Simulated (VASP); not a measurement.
Data:

```yaml
crystal:
  lattice:
    - [4.15246, 0.00000, 0.00000]
    - [-2.07623, 3.59614, 0.00000]
    - [0.00000, 0.00000, 7.03254]
  atoms:
    - { symbol: Mg, position: [0.00000, 0.00000, 0.00000] }
    - { symbol: I, position: [0.33333, 0.66667, 0.23408] }
    - { symbol: I, position: [0.66667, 0.33333, 0.76592] }
```

The numbers are results of PBE GGA, VASP's PBE PAW potentials (set 64) (plane waves; VASP), not measurements. Settings: 300 eV cut-off, 7×7×4 Γ-centred mesh, Gaussian smearing of 0.010 eV, potentials Mg I.

Estimate the energy per atom (σ→0), pressure, largest force.

```json
{
  "energy per atom (σ→0)": "-2.569 eV/atom",
  "pressure": "1.33 GPa",
  "largest_force": "0.167 eV/Å"
}
```

The structure comes from a computed database's MgI2 entry; how it stands against other phases isn't given here. The cell was not relaxed at this level.
